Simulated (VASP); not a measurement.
# MnHg (Pm-3m) in VASP: notebook

One crystal, MnHg, is run at these levels: r2SCAN; tasks: single point.

All numbers are computed with VASP 6.6.1; they aren't measurements. Logs are shortened: lines on timing, memory, paths and dates and some standing lists are left out, and cuts for length are marked.

## 1. Starting point

It takes space group Pm-3m (No. 221, cubic). The conventional cell has a = 3.315 Å, b = 3.315 Å, c = 3.315 Å, α = 90.00°, β = 90.00°, γ = 90.00°. Hg (site symmetry m-3m) has 8 Mn at 2.87 Å as nearest neighbours. Mn (site symmetry m-3m) is surrounded by 8 Hg at 2.87 Å.

## 2. Single point, r2SCAN, collinear spin, ferromagnetic start

INCAR reads:

```
PREC = Accurate
ENCUT = 400
EDIFF = 1E-5
ISMEAR = 1
SIGMA = 0.15
LREAL = False
LASPH = True
NELM = 100
ALGO = Normal
ISIF = 2
LWAVE = False
LCHARG = False
ISPIN = 2
MAGMOM = 0 4
LORBIT = 11
LMAXMIX = 4
METAGGA = R2SCAN
LMIXTAU = True
NBANDS = 24
ADDGRID = False
```

KPOINTS reads:

```
regular mesh
0
Gamma
  7 7 7
```

POSCAR reads:

```
MnHg
1.0
    3.3150000000      0.0000000000      0.0000000000
    0.0000000000      3.3150000000      0.0000000000
    0.0000000000      0.0000000000      3.3150000000
Hg Mn
1 1
Direct
    0.0000000000      0.0000000000      0.0000000000
    0.5000000000      0.5000000000      0.5000000000
```

Potentials or basis: VASP PAW PBE potentials, release 64 (Hg, Mn_pv).

Command:

```bash
$ cat potpaw_PBE.64/Hg/POTCAR potpaw_PBE.64/Mn_pv/POTCAR > POTCAR
$ mpirun -np 1 vasp_std > vasp.out
```

OUTCAR:

```text
PREC = Accurate
   ENCUT = 400
   EDIFF = 1E-5
   ISMEAR = 1
   LREAL = False
   LASPH = True
   NELM = 100
   ISIF = 2
   ISPIN = 2
   LORBIT = 11
   METAGGA = R2SCAN

 Found     20 irreducible k-points:

 Following reciprocal coordinates:
            Coordinates               Weight
  0.000000  0.000000  0.000000      1.000000
  0.142857  0.000000  0.000000      6.000000
  0.285714  0.000000  0.000000      6.000000
  0.428571  0.000000  0.000000      6.000000
  0.142857  0.142857  0.000000     12.000000
  0.285714  0.142857  0.000000     24.000000
   k-points           NKPTS =     20   k-points in BZ     NKDIM =     20   number of bands    NBANDS=     24
   number of dos      NEDOS =    301   number of ions     NIONS =      2
   total plane-waves  NPLWV =  13824
   dimension x,y,z NGX =    24 NGY =   24 NGZ =   24
   dimension x,y,z NGXF=    48 NGYF=   48 NGZF=   48
   ions per type =               1   1
   NGX,Y,Z   is equivalent  to a cutoff of  12.04, 12.04, 12.04 a.u.
   NGXF,Y,Z  is equivalent  to a cutoff of  24.07, 24.07, 24.07 a.u.
 SYSTEM =  unknown system
   PREC   = accura    normal or accurate (medium, high low for compatibility)
   ISTART =      0    job   : 0-new  1-cont  2-samecut
   ICHARG =      2    charge: 1-file 2-atom 10-const
   ISPIN  =      2    spin polarized calculation?
   LNONCOLLINEAR =      F non collinear calculations
   LSORBIT =      F    spin-orbit coupling
   LASPH  =      T    aspherical Exc in radial PAW
   ENCUT  =  400.0 eV  29.40 Ry    5.42 a.u.   5.41  5.41  5.41*2*pi/ulx,y,z
   NELM   =    100;   NELMIN=  2; NELMDL= -5     # of ELM steps
   EDIFF  = 0.1E-04   stopping-criterion for ELM
   LREAL  =      F    real-space projection
   EDIFFG = 0.1E-03   stopping-criterion for IOM
   NSW    =      0    number of steps for IOM
   IBRION =     -1    ionic relax: 0-MD 1-quasi-New 2-CG
   NFREE  =      0    steps in history (QN), initial steepest desc. (CG)
   ISIF   =      2    stress and relaxation
   ISYM   =      2    0-nonsym 1-usesym 2-fastsym
   POTIM  = 0.5000    time-step for ionic-motion
   TEBEG  =    0.0;   TEEND  =   0.0 temperature during run
   PSTRESS=    0.0 pullay stress
   NELECT =      25.0000    total number of electrons
   NUPDOWN=      -1.0000    fix difference up-down
   EMIN   =  10.00;   EMAX   =-10.00  energy-range for DOS
   EFERMI =   0.00;   METHOD = LEGACY
   ISMEAR =     1;   SIGMA  =   0.15  broadening in eV -4-tet -1-fermi 0-gaus
   EFERMI_NEDOS =   21; number of points for ismear=-14 and -15
   IALGO  =     38    algorithm
   IMIX   =      4    mixing-type and parameters
     AMIX     =   0.40;   BMIX     =  1.00
     AMIX_MAG =   1.60;   BMIX_MAG =  1.00
  volume/ion in A,a.u.               =      18.21       122.92
  Fermi-wavevector in a.u.,A,eV,Ry     =   1.444014  2.728790 28.370534  2.085175
  Thomas-Fermi vector in A             =   2.562356
   LORBIT       =     11    0 simple, 1 ext, 2 COOP (PROOUT), +10 PAW based schemes
   METAGGA = R2SCAN    functional components
   LHFCALC =     F    Hartree Fock is set to
   AEXX    =    0.0000 exact exchange contribution
   IVDW    =     0    specifies the selected vdW correction
   LEPSILON=     F    determine dielectric tensor
   LRPA    =     F    only Hartree local field effects (RPA)
 spin polarized calculation
 Methfessel and Paxton  Order N= 1 SIGMA  =   0.15
  energy-cutoff  :      400.00
  volume of cell :       36.43
 maximum number of plane-waves:       691
 NGX is ok and might be reduce to    24
   NGX = 11   NGY = 11   NGZ = 11

 number of electron      24.9999961 magnetization       3.9959907

 Free energy of the ion-electron system (eV)
  ---------------------------------------------------
  ext. energy  EPLUGINS =         0.00000000
  ---------------------------------------------------
  free energy    TOTEN  =       -64.03541857 eV

  energy without entropy =      -64.03253332  energy(sigma->0) =      -64.03445682

 E-fermi :   5.6507     XC(G=0): -12.6463

 val. band max:        5.5802555358   @ k =   0.4286   0.2857   0.0000
 cond. band min:       5.6710214124   @ k =   0.4286   0.2857   0.2857
 fundamental gap:      0.0907658766
 Fermi energy:         5.6506556842

 spin component 1

 k-point     1 :       0.0000    0.0000    0.0000
  band No.  band energies     occupation
      1     -47.2889      1.00000
      2     -47.2889      1.00000
      3     -47.2889      1.00000
      4      -4.5336      1.00000
      5      -3.1654      1.00000
      6      -3.1654      1.00000
[... 16 lines left out ...]
     23      23.2987      0.00000
     24      27.1525      0.00000

 k-point     2 :       0.1429    0.0000    0.0000
  band No.  band energies     occupation
      1     -47.2918      1.00000
      2     -47.2884      1.00000
      3     -47.2884      1.00000
      4      -4.2102      1.00000
      5      -3.1083      1.00000
      6      -3.0050      1.00000
[... 16 lines left out ...]
     23      23.0243      0.00000
     24      24.1316      0.00000

 k-point     3 :       0.2857    0.0000    0.0000
  band No.  band energies     occupation
      1     -47.2985      1.00000
      2     -47.2881      1.00000
      3     -47.2881      1.00000
      4      -3.4810      1.00000
      5      -2.9737      1.00000
      6      -2.3847      1.00000
[... 16 lines left out ...]
     23      20.8173      0.00000
     24      23.1611      0.00000

 k-point     4 :       0.4286    0.0000    0.0000
  band No.  band energies     occupation
      1     -47.3036      1.00000
      2     -47.2877      1.00000
      3     -47.2877      1.00000
      4      -3.0530      1.00000
      5      -2.8582      1.00000
      6      -2.2852      1.00000
[... 16 lines left out ...]
     23      19.6855      0.00000
     24      28.2749      0.00000

 k-point     5 :       0.1429    0.1429    0.0000
  band No.  band energies     occupation
      1     -47.2917      1.00000
      2     -47.2915      1.00000
      3     -47.2883      1.00000
      4      -3.9013      1.00000
      5      -3.0032      1.00000
      6      -2.9067      1.00000
[... 16 lines left out ...]
     23      23.2897      0.00000
     24      24.1355      0.00000

 k-point     6 :       0.2857    0.1429    0.0000
  band No.  band energies     occupation
      1     -47.2981      1.00000
      2     -47.2910      1.00000
      3     -47.2878      1.00000
      4      -3.2761      1.00000
      5      -2.8475      1.00000
      6      -2.5023      1.00000
[... 16 lines left out ...]
     23      23.1982      0.00000
     24      24.3069      0.00000

 [... further k-points ...]

 spin component 2

 k-point     1 :       0.0000    0.0000    0.0000
  band No.  band energies     occupation
      1     -41.6717      1.00000
      2     -41.6717      1.00000
      3     -41.6717      1.00000
      4      -4.6059      1.00000
      5      -3.1716      1.00000
      6      -3.1716      1.00000
[... 16 lines left out ...]
     23      23.3112      0.00000
     24      28.7220      0.00000

 k-point     2 :       0.1429    0.0000    0.0000
  band No.  band energies     occupation
      1     -41.6756      1.00000
      2     -41.6710      1.00000
      3     -41.6710      1.00000
      4      -4.2857      1.00000
      5      -3.1298      1.00000
      6      -3.0091      1.00000
[... 16 lines left out ...]
     23      23.2582      0.00000
     24      25.2520      0.00000

 k-point     3 :       0.2857    0.0000    0.0000
  band No.  band energies     occupation
      1     -41.6848      1.00000
      2     -41.6706      1.00000
      3     -41.6706      1.00000
      4      -3.6045      1.00000
      5      -3.0337      1.00000
      6      -2.3292      1.00000
[... 16 lines left out ...]
     23      21.8136      0.00000
     24      24.2050      0.00000

 k-point     4 :       0.4286    0.0000    0.0000
  band No.  band energies     occupation
      1     -41.6919      1.00000
      2     -41.6700      1.00000
      3     -41.6700      1.00000
      4      -3.2288      1.00000
      5      -2.9541      1.00000
      6      -2.2950      1.00000
[... 16 lines left out ...]
     23      19.6266      0.00000
     24      28.7650      0.00000

 k-point     5 :       0.1429    0.1429    0.0000
  band No.  band energies     occupation
      1     -41.6756      1.00000
      2     -41.6751      1.00000
      3     -41.6708      1.00000
      4      -3.9720      1.00000
      5      -3.0238      1.00000
      6      -2.9235      1.00000
[... 16 lines left out ...]
     23      23.4871      0.00000
     24      25.4873      0.00000

 k-point     6 :       0.2857    0.1429    0.0000
  band No.  band energies     occupation
      1     -41.6842      1.00000
      2     -41.6745      1.00000
      3     -41.6701      1.00000
      4      -3.3691      1.00000
      5      -2.8917      1.00000
      6      -2.4655      1.00000
[... 16 lines left out ...]
     23      24.2725      0.00000
     24      25.1869      0.00000

 [... further k-points ...]
[... 5 lines left out ...]
  --------------------------------------------------------------------------------------
  -------------------------------------------------------------------------------------
  Total       -0.0153174     -0.0153174     -0.0153174     -0.0000000     -0.0000000      0.0000000
  in kB       -0.6736679     -0.6736679     -0.6736679     -0.0000000     -0.0000000      0.0000000
  external PRESSURE =      -0.6736679 kB  Pullay stress =       0.0000000 kB

 VOLUME and BASIS-vectors are now :
 -----------------------------------------------------------------------------
  energy-cutoff  :      400.00
  volume of cell :       36.43
      direct lattice vectors                 reciprocal lattice vectors
     3.315000000  0.000000000  0.000000000     0.301659125  0.000000000  0.000000000
     0.000000000  3.315000000  0.000000000     0.000000000  0.301659125  0.000000000
     0.000000000  0.000000000  3.315000000     0.000000000  0.000000000  0.301659125

 POSITION                                       TOTAL-FORCE (eV/Angst)
 -----------------------------------------------------------------------------------
      0.00000      0.00000      0.00000         0.000000      0.000000      0.000000
      1.65750      1.65750      1.65750         0.000000      0.000000      0.000000
 -----------------------------------------------------------------------------------
    total drift:                                0.000000      0.000000     -0.000000

  FREE ENERGIE OF THE ION-ELECTRON SYSTEM (eV)
  ---------------------------------------------------
  free  energy   TOTEN  =       -64.0354185739 eV

  energy  without entropy=      -64.0325333219  energy(sigma->0) =      -64.03445682

 total charge

# of ion       s       p       d       tot
------------------------------------------
    1        0.828   0.552   9.239  10.618
    2        0.265   6.178   4.938  11.381
--------------------------------------------------
tot          1.092   6.730  14.177  21.999

 magnetization (x)

# of ion       s       p       d       tot
------------------------------------------
    1       -0.052  -0.105   0.048  -0.109
    2        0.025   0.013   4.009   4.047
--------------------------------------------------
tot         -0.028  -0.091   4.058   3.939
```

It took 39 s on 1 thread of Intel Xeon Platinum 8488C (Sapphire Rapids), shared host; peak memory 0.16 GiB.

The run converged, but some of its settings lie outside the range that counts as converged, so its numbers aren't taken as properties of the crystal.

Results:

| Property | Result |
| --- | --- |
| Free energy | -64.0354 eV |
| Pressure | -0.1 GPa |
| Band gap on the k mesh | none (metal or under the smearing width) |
| Net moment | 4.00 μB per cell |
| Site moments | Hg -0.11; Mn +4.05 μB |
| Valence electrons inside the program's atomic spheres | Hg 10.62; Mn 11.38 |

Caveat: the PAW data sets were made with another functional, which shifts forces and pressure a little.

## 3. Single point, r2SCAN, collinear spin, ferromagnetic start

INCAR is that of step 2.

KPOINTS is that of step 2.

POSCAR reads:

```
MnHg
1.0
    3.3150000000      0.0000000000      0.0000000000
    0.0000000000      3.3150000000      0.0000000000
    0.0000000000      0.0000000000      3.3150000000
Hg Mn
1 1
Direct
   -0.0058010000      0.0109980000     -0.0122330000
    0.5154140000      0.4990250000      0.4770600000
```

Potentials or basis: VASP PAW PBE potentials, release 64 (Hg, Mn_pv).

Command:

```bash
$ cat potpaw_PBE.64/Hg/POTCAR potpaw_PBE.64/Mn_pv/POTCAR > POTCAR
$ mpirun -np 1 vasp_std > vasp.out
```

Wall time 4.8 min (1 thread of Intel Xeon Platinum 8488C (Sapphire Rapids), shared host); peak memory 0.27 GiB.

These settings aren't checked as converged: the numbers below hold their error.

What came out:

| Quantity | Value |
| --- | --- |
| Free energy | -64.0223 eV |
| Pressure | 0.1 GPa |
| Largest force | 0.295 eV/Å |
| Band gap on the k mesh | none (metal or under the smearing width) |
| Net moment | 4.00 μB per cell |
| Site moments | Hg -0.11; Mn +4.05 μB |
| Valence electrons inside the program's atomic spheres | Hg 10.62; Mn 11.38 |

Caveat: the PAW data sets were made with another functional, which shifts forces and pressure a little.

## 4. Single point, r2SCAN, collinear spin, ferromagnetic start

Changes to INCAR since step 3:

```diff
@@ -2,3 +2,3 @@
 ENCUT = 400
-EDIFF = 1E-5
+EDIFF = 1E-6
 ISMEAR = 1
@@ -19,2 +19,2 @@
 NBANDS = 24
-ADDGRID = False
+ADDGRID = True
```

KPOINTS is that of step 3.

POSCAR reads:

```
MnHg
1.0
    3.3150000000      0.0000000000      0.0000000000
    0.0000000000      3.3150000000      0.0000000000
    0.0000000000      0.0000000000      3.3150000000
Hg Mn
1 1
Direct
    0.0000000000      0.0000000000      0.0000000000
    0.5000000000      0.5000000000      0.5000000000
```

Command:

```bash
$ cat potpaw_PBE.64/Hg/POTCAR potpaw_PBE.64/Mn_pv/POTCAR > POTCAR
$ mpirun -np 1 vasp_std > vasp.out
```

Wall time 59 s (1 thread of Intel Xeon Platinum 8488C (Sapphire Rapids), shared host); peak memory 0.23 GiB.

These settings aren't checked as converged: the numbers below hold their error.

What came out:

| Property | Result |
| --- | --- |
| Free energy | -64.0357 eV |
| Pressure | -0.3 GPa |
| Band gap on the k mesh | none (metal or under the smearing width) |
| Net moment | 4.00 μB per cell |
| Site moments | Hg -0.11; Mn +4.05 μB |
| Valence electrons inside the program's atomic spheres | Hg 10.62; Mn 11.38 |

Caveat: the PAW data sets were made with another functional, which shifts forces and pressure a little.

## 5. Single point, r2SCAN, collinear spin, ferromagnetic start

INCAR is that of step 4.

KPOINTS is that of step 4.

POSCAR reads:

```
MnHg
1.0
    3.3150000000      0.0000000000      0.0000000000
    0.0000000000      3.3150000000      0.0000000000
    0.0000000000      0.0000000000      3.3150000000
Hg Mn
1 1
Direct
   -0.0058010000      0.0109980000     -0.0122330000
    0.5154140000      0.4990250000      0.4770600000
```

Potentials or basis: VASP PAW PBE potentials, release 64 (Hg, Mn_pv).

Command:

```bash
$ cat potpaw_PBE.64/Hg/POTCAR potpaw_PBE.64/Mn_pv/POTCAR > POTCAR
$ mpirun -np 1 vasp_std > vasp.out
```

OUTCAR:

```text
PREC = Accurate
   ENCUT = 400
   EDIFF = 1E-6
   ISMEAR = 1
   LREAL = False
   LASPH = True
   NELM = 100
   ISIF = 2
   ISPIN = 2
   LORBIT = 11
   METAGGA = R2SCAN

 Found    172 irreducible k-points:

 Following reciprocal coordinates:
            Coordinates               Weight
  0.000000  0.000000  0.000000      1.000000
  0.142857  0.000000  0.000000      2.000000
  0.000000  0.142857  0.000000      2.000000
  0.000000  0.000000  0.142857      2.000000
  0.285714  0.000000  0.000000      2.000000
  0.000000  0.285714  0.000000      2.000000
   k-points           NKPTS =    172   k-points in BZ     NKDIM =    172   number of bands    NBANDS=     24
   number of dos      NEDOS =    301   number of ions     NIONS =      2
   total plane-waves  NPLWV =  13824
   dimension x,y,z NGX =    24 NGY =   24 NGZ =   24
   dimension x,y,z NGXF=    48 NGYF=   48 NGZF=   48
   ions per type =               1   1
   NGX,Y,Z   is equivalent  to a cutoff of  12.04, 12.04, 12.04 a.u.
   NGXF,Y,Z  is equivalent  to a cutoff of  24.07, 24.07, 24.07 a.u.
 SYSTEM =  unknown system
   PREC   = accura    normal or accurate (medium, high low for compatibility)
[... 234 lines left out ...]
  band No.  band energies     occupation
      1     -41.6710      1.00000
      2     -41.6706      1.00000
      3     -41.6700      1.00000
      4      -4.6040      1.00000
      5      -3.1777      1.00000
      6      -3.1749      1.00000
[... 151 lines left out ...]
     23      21.8918      0.00000
     24      24.2055      0.00000

 [... further k-points ...]
[... 5 lines left out ...]
  --------------------------------------------------------------------------------------
  -------------------------------------------------------------------------------------
  Total       -0.0583764     -0.0123136     -0.0090995     -0.0423925      0.0205015     -0.0421546
  in kB       -2.5674202     -0.5415599     -0.4002003     -1.8644430      0.9016680     -1.8539780
  external PRESSURE =      -1.1697268 kB  Pullay stress =       0.0000000 kB

 VOLUME and BASIS-vectors are now :
 -----------------------------------------------------------------------------
  energy-cutoff  :      400.00
  volume of cell :       36.43
      direct lattice vectors                 reciprocal lattice vectors
     3.315000000  0.000000000  0.000000000     0.301659125  0.000000000  0.000000000
     0.000000000  3.315000000  0.000000000     0.000000000  0.301659125  0.000000000
     0.000000000  0.000000000  3.315000000     0.000000000  0.000000000  0.301659125

 POSITION                                       TOTAL-FORCE (eV/Angst)
 -----------------------------------------------------------------------------------
      3.29577      0.03646      3.27445         0.225269     -0.138030     -0.126485
      1.70860      1.65427      1.58145        -0.225269      0.138030      0.126485
 -----------------------------------------------------------------------------------
    total drift:                                0.023103      0.004872      0.010224

  FREE ENERGIE OF THE ION-ELECTRON SYSTEM (eV)
  ---------------------------------------------------
  free  energy   TOTEN  =       -64.0225491681 eV

  energy  without entropy=      -64.0197258100  energy(sigma->0) =      -64.02160805

 total charge

# of ion       s       p       d       tot
------------------------------------------
    1        0.829   0.552   9.239  10.620
    2        0.265   6.179   4.939  11.384
--------------------------------------------------
tot          1.094   6.731  14.178  22.004

 magnetization (x)

# of ion       s       p       d       tot
------------------------------------------
    1       -0.053  -0.104   0.049  -0.108
    2        0.025   0.014   4.008   4.046
--------------------------------------------------
tot         -0.028  -0.091   4.057   3.938
```

It took 6 min on 1 thread of Intel Xeon Platinum 8488C (Sapphire Rapids), shared host; peak memory 0.34 GiB.

These settings aren't checked as converged: the numbers below hold their error.

Results:

| Quantity | Value |
| --- | --- |
| Free energy | -64.0225 eV |
| Pressure | -0.1 GPa |
| Largest force | 0.293 eV/Å |
| Band gap on the k mesh | none (metal or under the smearing width) |
| Net moment | 4.00 μB per cell |
| Site moments | Hg -0.11; Mn +4.05 μB |
| Valence electrons inside the program's atomic spheres | Hg 10.62; Mn 11.38 |

Caveat: the PAW data sets were made with another functional, which shifts forces and pressure a little.
